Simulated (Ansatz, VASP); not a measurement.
# Cross-check of Ga2BPN2 between VASP and Ansatz, part 2 of 3

Aim: how closely do two programs agree when they are given the same cell, functional and k mesh? The cell is generated by rule, not measured, and may not be a known phase. The cell is taken from a series of runs on this material, whose earlier steps may have relaxed, scaled, displaced or heated it; both programs get it as it stands.

VASP 6.6.1 and Ansatz 0.2.0.

So far: The starting structure; Ansatz: relaxation of cell and atoms, PBEsol, pair 1.

## Step 3: VASP: relaxation of cell and atoms, PBEsol, pair 1

Level of this step: PBEsol; plane waves and PAW (B, Ga_d, N, P); invented cell (VASP).

The same cell, functional, mesh and smearing now go to VASP, with its own data sets.

Lines of VASP's logs that name or quote its potential files are left out, and so is its time.

Input file INCAR:

```
SYSTEM = Ga2BPN2
PREC = Accurate
ENCUT = 600
EDIFF = 1E-07
NELM = 120
ISMEAR = 0
SIGMA = 0.1
LREAL = .FALSE.
ALGO = Normal
GGA = PS
NBANDS = 28
LORBIT = 11
LWAVE = .FALSE.
LCHARG = .FALSE.
ISIF = 3
IBRION = 2
NSW = 80
EDIFFG = -0.005
LASPH = .TRUE.
GGA_COMPAT = .FALSE.
NELMIN = 4
KPAR = 2
```

Input file POSCAR:

```
Ga2BPN2
1.0
    2.2566700000      2.2566700000      0.0000000000
   -2.2566700000      2.2566700000      0.0000000000
    2.2566700000      0.0000000000      6.7700000000
B Ga N P
1 2 2 1
Direct
    0.0000000000      0.0000000000      0.0000000000
    0.3333335303      0.6666664697      0.3333329394
    0.6666664697      0.3333335303      0.6666670606
    0.7500000000      0.7500000000      0.5000000000
    0.0833335303      0.4166664697      0.8333329394
    0.4166664697      0.0833335303      0.1666670606
```

Input file KPOINTS:

```
Automatic mesh
0
Gamma
6 6 6
0 0 0
```

The projector-augmented-wave data sets are B, Ga_d, N and P (PBE family, release 64).

Launch:

```bash
$ mpirun -np 2 vasp_std
```

Numbers of over 12 decimals in the logs are rounded to 6 here.

The log of the run:

```text
[banner, memory and clock lines left out]
running    2 mpi-ranks, on    1 nodes
 distrk:  each k-point on    1 cores,    2 groups
 distr:  one band on    1 cores,    1 groups

 POSCAR found type information on POSCAR B GaN P
 POSCAR found :  4 types and       6 ions
|                                                                             |
|               ----> ADVICE to this user running VASP <----                  |
|                                                                             |
|     You enforced a specific xc type in the INCAR file but a different       |
|     [... a line on the potential file left out ...]
|     I HOPE YOU KNOW WHAT YOU ARE DOING!                                     |
|                                                                             |

 LDA part: xc-table for (Slater+PW92), standard interpolation
 POSCAR, INCAR and KPOINTS ok, starting setup
 FFT: planning ... GRIDC
 FFT: planning ... GRID_SOFT
 FFT: planning ... GRID
 WAVECAR not read
 entering main loop
       N       E                     dE             d eps       ncg     rms          rms(c)
DAV:   1     0.411563836605E+03    0.41156E+03   -0.23514E+04  2692   0.280E+03
DAV:   2     0.242847654442E+02   -0.38728E+03   -0.37225E+03  2780   0.607E+02
DAV:   3    -0.356314241342E+02   -0.59916E+02   -0.57604E+02  3012   0.176E+02
DAV:   4    -0.391409742751E+02   -0.35096E+01   -0.34868E+01  3516   0.429E+01
DAV:   5    -0.392215808160E+02   -0.80607E-01   -0.80421E-01  3408   0.600E+00    0.119E+01
DAV:   6    -0.360818466707E+02    0.31397E+01   -0.13457E+01  4384   0.457E+01    0.613E+00
DAV:   7    -0.360037820442E+02    0.78065E-01   -0.19285E+00  2892   0.101E+01    0.353E+00
DAV:   8    -0.359503855964E+02    0.53396E-01   -0.48380E-01  4016   0.586E+00    0.159E+00
DAV:   9    -0.359381058292E+02    0.12280E-01   -0.77192E-02  3776   0.310E+00    0.840E-01
DAV:  10    -0.359376494709E+02    0.45636E-03   -0.12862E-02  3232   0.785E-01    0.442E-01
DAV:  11    -0.359377190080E+02   -0.69537E-04   -0.30624E-03  3348   0.379E-01    0.109E-01
DAV:  12    -0.359376656334E+02    0.53375E-04   -0.65170E-04  3436   0.293E-01    0.351E-02
DAV:  13    -0.359376703481E+02   -0.47147E-05   -0.77147E-05  2948   0.662E-02    0.186E-02
DAV:  14    -0.359376705705E+02   -0.22247E-06   -0.31386E-05  3960   0.513E-02    0.441E-03
DAV:  15    -0.359376707419E+02   -0.17136E-06   -0.32362E-06  3196   0.157E-02    0.384E-03
DAV:  16    -0.359376707411E+02    0.81945E-09   -0.57562E-07  2932   0.534E-03
   1 F= -.35937671E+02 E0= -.35937671E+02  d E =-.359377E+02
[... from here on, the cycles between the ionic steps are left out ...]
   2 F= -.36069500E+02 E0= -.36067072E+02  d E =-.131829E+00
  15 F= -.38222580E+02 E0= -.38219157E+02  d E =-.552201E-03
  16 F= -.38223209E+02 E0= -.38220439E+02  d E =-.118168E-02
  17 F= -.38223244E+02 E0= -.38220308E+02  d E =-.121672E-02
  18 F= -.38223777E+02 E0= -.38221034E+02  d E =-.533017E-03
  19 F= -.38223983E+02 E0= -.38221096E+02  d E =-.738293E-03
  20 F= -.38224003E+02 E0= -.38221203E+02  d E =-.759100E-03
  21 F= -.38224154E+02 E0= -.38221328E+02  d E =-.150576E-03
  22 F= -.38224191E+02 E0= -.38221348E+02  d E =-.187577E-03
  23 F= -.38224194E+02 E0= -.38221346E+02  d E =-.190091E-03
  24 F= -.38224227E+02 E0= -.38221381E+02  d E =-.332626E-04
 trial-energy change:   -0.000033  1 .order   -0.000033   -0.000063   -0.000004
 step:   0.6573(harm=  0.6573)  dis= 0.00090  next Energy=   -38.224227 (dE=-0.335E-04)
 bond charge predicted
       N       E                     dE             d eps       ncg     rms          rms(c)
DAV:   1    -0.382242276146E+02   -0.74912E-06   -0.24827E-05  3468   0.585E-02    0.439E-03
DAV:   2    -0.382242273595E+02    0.25511E-06   -0.20575E-06  3696   0.240E-02    0.189E-03
DAV:   3    -0.382242272512E+02    0.10831E-06   -0.14964E-07  1828   0.778E-03    0.571E-04
DAV:   4    -0.382242272330E+02    0.18223E-07   -0.11599E-07  1648   0.300E-03
  25 F= -.38224227E+02 E0= -.38221381E+02  d E =-.336825E-04
 curvature:  -0.41 expect dE=-0.109E-05 dE for cont linesearch -0.135E-06
 trial: gam=-0.02693 g(F)=  0.174E-05 g(S)=  0.930E-06 ort = 0.648E-05 (trialstep = 0.623E+00)
 search vector abs. value=  0.241E-05
 reached required accuracy - stopping structural energy minimisation
```

From OUTCAR (step 3):

```text
ion  position               nearest neighbor table
   1  0.000  0.000  0.000-   5 1.95   6 1.95   5 1.95   6 1.95
   2  0.333  0.667  0.333-   6 1.95   6 1.95   4 1.95   4 1.95
   3  0.667  0.333  0.667-   5 1.95   5 1.95   4 1.95   4 1.95
   4  0.750  0.750  0.500-   2 1.95   3 1.95   2 1.95   3 1.95
   5  0.083  0.417  0.833-   3 1.95   3 1.95   1 1.95   1 1.95
   6  0.417  0.083  0.167-   2 1.95   2 1.95   1 1.95   1 1.95

  LATTYP: Found a body centered tetragonal cell.
 ALAT       =     3.1914133198
 C/A-ratio  =     4.2426344203

 Subroutine GETGRP returns: Found  4 space group operations
 (whereof  4 operations were pure point group operations)

The static configuration has the point symmetry C_2v.

 Found     46 irreducible k-points:

   k-points           NKPTS =     46   k-points in BZ     NKDIM =     46   number of bands    NBANDS=     28

   dimension x,y,z NGX =    28 NGY =   28 NGZ =   60
   dimension x,y,z NGXF=    56 NGYF=   56 NGZF=  120

   ENCUT  =  600.0 eV  44.10 Ry    6.64 a.u.   6.37  6.37 14.25*2*pi/ulx,y,z

   NELECT =      44.0000    total number of electrons

 k-points in reciprocal lattice and weights: Automatic mesh
   0.00000000  0.00000000  0.00000000       0.005
   0.16666667  0.00000000  0.00000000       0.019
   0.00000000 -0.16666667  0.00000000       0.019
   0.33333333  0.00000000  0.00000000       0.019
   0.00000000 -0.33333333  0.00000000       0.019
   0.50000000  0.00000000  0.00000000       0.009
   0.00000000  0.50000000  0.00000000       0.009
   0.16666667  0.16666667  0.00000000       0.019
   0.33333333  0.16666667 -0.00000000       0.037
[...]
-0.16666667  0.16666667  0.33333333       0.019
   0.00000000  0.00000000  0.50000000       0.005

 average (electrostatic) potential at core
       1 -26.6509       2 -63.2555       3 -63.0234       4 -62.0386       5 -62.2405
       6 -81.2180

 E-fermi :   8.3219

 k-point     1 :       0.0000    0.0000    0.0000
  band No.  band energies     occupation
    ...
     19       4.2440      2.00000
     20       5.5922      2.00000
     21       6.2385      2.00000
     22       7.3194      2.00000
     23       8.1563      1.98085
     24       8.3941      0.30727
     25      10.4610      0.00000
     26      11.1539      0.00000
     27      12.0170      0.00000
     28      13.3022      0.00000

 k-point     2 :       0.1667    0.0000    0.0000
  band No.  band energies     occupation
    ...
     19       4.3678      2.00000
     20       4.4609      2.00000
     21       5.2480      2.00000
     22       8.2437      1.73113
     23       8.2662      1.56875
     24       9.6155      0.00000
     25      11.1404      0.00000
     26      11.2852      0.00000
     27      12.6293      0.00000
     28      13.3134      0.00000

 k-point     3 :       0.0000   -0.1667    0.0000
  band No.  band energies     occupation
    ...
     19       3.6215      2.00000
     20       4.9916      2.00000
     21       5.9940      2.00000
     22       6.0906      2.00000
     23       8.2494      1.69486
     24       9.2381      0.00000
     25      11.2728      0.00000
     26      11.9622      0.00000
     27      12.1964      0.00000
     28      12.3824      0.00000

  Total        0.0023861      0.0023861     -0.0100501      0.0012836      0.0000000      0.0000000
  in kB        0.0551488      0.0551488     -0.2322795      0.0296678      0.0000000      0.0000000
  external PRESSURE =      -0.0406607 kB  Pullay stress =       0.0000000 kB

  energy-cutoff  :      600.00
  volume of cell :       69.32
      direct lattice vectors                 reciprocal lattice vectors
     2.279855259  2.279855259 -0.000000000     0.219312168  0.219312168 -0.071124604
    -2.162621596  2.162621596  0.000000000    -0.231200873  0.231200873  0.071124604
     2.221238428  0.058616831  7.029916119     0.000000000  0.000000000  0.142249208

 POSITION                                       TOTAL-FORCE (eV/Angst)
 -----------------------------------------------------------------------------------
      0.05862      2.22124      6.78148        -0.000000     -0.000000      0.000598
      0.05862      2.22124      2.55707         0.000000      0.000000     -0.001263
      2.27986      2.27986      4.82959        -0.000000     -0.000000      0.001685
      1.19854      3.36117      3.64056        -0.000000     -0.000000      0.000423
      1.13993      1.13993      5.94271         0.000000      0.000000     -0.004592
      1.13993      1.13993      0.85330        -0.000000     -0.000000      0.003149
 -----------------------------------------------------------------------------------
    total drift:                                0.000046      0.000027     -0.000371

  FREE ENERGIE OF THE ION-ELECTRON SYSTEM (eV)
  ---------------------------------------------------
  free  energy   TOTEN  =       -38.2242272330 eV

  energy  without entropy=      -38.2185351261  energy(sigma->0) =      -38.22138118

 reached required accuracy - stopping structural energy minimisation

 total charge
# of ion       s       p       d       tot
------------------------------------------
    1        0.622   1.108   0.000   1.730
    2        0.835   0.941  10.118  11.894
    3        0.803   0.915  10.181  11.898
    4        1.224   2.491   0.000   3.715
    5        1.218   2.453   0.000   3.671
    6        1.007   1.607   0.000   2.614
--------------------------------------------------
tot          5.709   9.515  20.299  35.524

[... 3 further parts left out ...]
```

The k-mesh is coarse for a metal. The run keeps the 4 symmetry operations of its start, so it cannot find a distortion of lower symmetry.

## Step 4: Side by side

Known differences besides the potentials themselves: the cutoff is 420 eV in Ansatz and 600 eV in VASP; Ansatz makes its cores anew for this functional, VASP keeps those of its PBE data sets; Ansatz adds a Pulay correction to the stress that steers its cell, VASP none. Total energies have different zeros and are not compared.

The two programs side by side:

| quantity | Ansatz | VASP | difference |
| --- | --- | --- | --- |
| volume (Å³) | 69.45 | 69.32 | +0.19 % |
| edge a after relaxation, in the typed setting (Å) | 3.227 | 3.224 | +0.08 % |
| edge b after relaxation, in the typed setting (Å) | 3.062 | 3.058 | +0.10 % |
| edge c after relaxation, in the typed setting (Å) | 7.374 | 7.373 | +0.02 % |

## Step 5: VASP: relaxation of cell and atoms, PBEsol, pair 2

The relaxed volume is the usual yardstick between codes: in a stiff, nearly cubic crystal its relative difference is about their pressure difference at one cell divided by the bulk modulus.

Edit INCAR of step 3 so:

```diff
@@ -5,4 +5,4 @@
 NELM = 120
-ISMEAR = 0
-SIGMA = 0.1
+ISMEAR = 1
+SIGMA = 0.2
 LREAL = .FALSE.
```

Input file POSCAR:

```
Ga2BPN2
1.0
    2.2744760000      2.2744760000      0.0000000000
   -2.1904290000      2.1904290000      0.0000000000
    2.2324520000      0.0420230000      6.9856950000
B Ga N P
1 2 2 1
Direct
    0.0170232092      0.9829767833      0.9659535665
    0.3193662934      0.6806335662      0.3612671323
    0.6570022816      0.3429978692      0.6859957384
    0.7408840867      0.7591158074      0.5182316147
    0.0773088144      0.4226913714      0.8453827429
    0.4384153888      0.0615846383      0.1231692766
```

Input file KPOINTS:

```
Automatic mesh
0
Gamma
12 12 12
0 0 0
```

Launch:

```bash
$ mpirun -np 2 vasp_std
```

The log of the run:

```text
[banner, memory and clock lines left out]
running    2 mpi-ranks, on    1 nodes
[...]
[... a notice as in an earlier step ...]

 LDA part: xc-table for (Slater+PW92), standard interpolation
 POSCAR, INCAR and KPOINTS ok, starting setup
[...]
entering main loop
       N       E                     dE             d eps       ncg     rms          rms(c)
DAV:   1     0.402467703588E+03    0.40247E+03   -0.22801E+04 16124   0.276E+03
DAV:   2     0.195263603937E+02   -0.38294E+03   -0.36874E+03 16872   0.598E+02
DAV:   3    -0.381041523999E+02   -0.57631E+02   -0.55916E+02 18200   0.173E+02
DAV:   4    -0.414963796279E+02   -0.33922E+01   -0.33634E+01 22296   0.419E+01
[...]
DAV:  14    -0.382319831275E+02   -0.52321E-06   -0.21330E-06 18560   0.130E-02    0.455E-03
DAV:  15    -0.382319830266E+02    0.10089E-06   -0.76843E-07 18900   0.690E-03    0.120E-03
DAV:  16    -0.382319830145E+02    0.12113E-07   -0.17560E-07 12756   0.353E-03
   1 F= -.38231983E+02 E0= -.38232184E+02  d E =-.382320E+02
[... from here on, the cycles between the ionic steps are left out ...]
   2 F= -.38232030E+02 E0= -.38232230E+02  d E =-.471593E-04
   3 F= -.38232071E+02 E0= -.38232271E+02  d E =-.876717E-04
   4 F= -.38232071E+02 E0= -.38232271E+02  d E =-.875470E-04
   5 F= -.38232078E+02 E0= -.38232277E+02  d E =-.713228E-05
 trial-energy change:   -0.000007  1 .order   -0.000007   -0.000009   -0.000004
 step:   1.6510(harm=  1.6510)  dis= 0.00068  next Energy=   -38.232079 (dE=-0.852E-05)
 reached required accuracy - stopping structural energy minimisation
```

From OUTCAR (step 5):

```text
  Total        0.0010109      0.0010109     -0.0116843     -0.0092497      0.0000000      0.0000000
  in kB        0.0232978      0.0232978     -0.2692726     -0.2131664      0.0000000      0.0000000
  external PRESSURE =      -0.0742257 kB  Pullay stress =       0.0000000 kB

 POSITION                                       TOTAL-FORCE (eV/Angst)
 -----------------------------------------------------------------------------------
      0.04162      2.23174      6.74395        -0.000000     -0.000000      0.001915
      0.04162      2.23174      2.52184        -0.000000     -0.000000      0.000272
      2.27336      2.27336      4.78907         0.000000      0.000000     -0.003058
      1.17830      3.36843      3.61817        -0.000000     -0.000000      0.000975
      1.13668      1.13668      5.90142         0.000000      0.000000     -0.001927
      1.13668      1.13668      0.86100        -0.000000     -0.000000      0.001824
 -----------------------------------------------------------------------------------
    total drift:                               -0.000118     -0.000009      0.000860

  FREE ENERGIE OF THE ION-ELECTRON SYSTEM (eV)
  ---------------------------------------------------
  free  energy   TOTEN  =       -38.2320776938 eV

  energy  without entropy=      -38.2326750681  energy(sigma->0) =      -38.23227682

[... 1 part as in an earlier step ...]

[... 3 further parts left out ...]
[key lines of the parts left out:]
E-fermi :   8.0621
```

## Step 6: Ansatz: relaxation of cell and atoms, PBEsol, pair 2

The same cell, functional, mesh and smearing now go to Ansatz, which takes its cutoff from its data sets.

The cell is taken from a series of runs on this material, whose earlier steps may have relaxed, scaled, displaced or heated it; both programs get it as it stands.

Input file input.yaml:

```yaml
crystal:
  lattice:
    - [2.2744755882, 2.2744755882, 0.0]
    - [-2.1904292334, 2.1904292334, 0.0]
    - [2.2324524108, 0.0420231774, 6.9856947524]
  atoms:
    - { symbol: B, position: [0.017023226, -0.017023226, -0.034046452] }
    - { symbol: Ga, position: [0.3193664188, 0.6806335812, 0.3612671625] }
    - { symbol: Ga, position: [0.6570021523, 0.3429978477, 0.6859956955] }
    - { symbol: "N", position: [0.740884207, 0.759115793, 0.518231586] }
    - { symbol: "N", position: [0.0773086364, 0.4226913636, 0.8453827271] }
    - { symbol: P, position: [0.4384153595, 0.0615846405, 0.123169281] }
kpoints:
  mp_grid: { grid: [12, 12, 12] }
hamiltonian:
  xc: pbesol
scf:
  occupations: { method: methfessel_paxton, width: 0.2 }
output:
  forces: true
  stress: true
  eigenvalues: true
relax:
  adjacent_minimum: "off"
  f_tol: 0.001
  max_steps: 60
  cell: { stress_tol: 0.01 }
```

Launch:

```bash
$ ansatz run input.yaml --threads 8 --pin off --max-ram 14336MiB --backend cpu --events-out ev --progress --plain --runs-dir out
```

The log of the run:

```text
[...]
Crystal: 6 atoms, lattice volume = 69.607 Å³
Basis set: ecut = 420 eV, 1375 PW (Γ), exchange–correlation on 48×48×100 points (8 copies of the dense FFT grid, shifted against one another)
Bands: 28, of which v1, the nominal top of the filled ones, is band 22 counted from 1 (21 counted from 0)
Symmetry: 4 space group operations
[...]
cell:  # Å, volume = 69.6115 Å³
    - [2.274345, 2.274345, 0]
    - [-2.190914, 2.190914, 0]
    - [2.232629, 0.041716, 6.985049]
  atoms:
    - { symbol: B, position: [0.017016, -0.017016, -0.034032] }
    - { symbol: Ga, position: [0.319384, 0.680616, 0.361232] }
    - { symbol: Ga, position: [0.657009, 0.342991, 0.685981] }
    - { symbol: N, position: [0.740878, 0.759122, 0.518244] }
    - { symbol: N, position: [0.077309, 0.422691, 0.845382] }
    - { symbol: P, position: [0.438404, 0.061596, 0.123192] }
[key lines of the parts left out:]
SCF converged after 6 iterations
Free energy (F): -9137.560663 eV
Fermi energy:    11.527608 eV
P = ⅓ Tr σ = -0.0008 GPa (-0.008 kbar)
```

## Step 7: Side by side

The two programs side by side:

| quantity | Ansatz | VASP | difference |
| --- | --- | --- | --- |
| volume (Å³) | 69.61 | 69.52 | +0.13 % |
| edge a after relaxation, in the typed setting (Å) | 3.216 | 3.215 | +0.04 % |
| edge b after relaxation, in the typed setting (Å) | 3.098 | 3.097 | +0.04 % |
| edge c after relaxation, in the typed setting (Å) | 7.333 | 7.330 | +0.05 % |

[end of part 2 of 3]

[Lines on the potential files, build, host, timing and source positions are cut from VASP's logs without a mark.]

[Logs are printed without paths, hosts, clocks, repeated set-up lines and the standing remarks that a program may print on its own settings, such as how far it seeks lower states.]

[Hosts, paths, dates, database ids (printed as entryN), source tags and the programs' standing remarks are cut or masked in the printed files.]
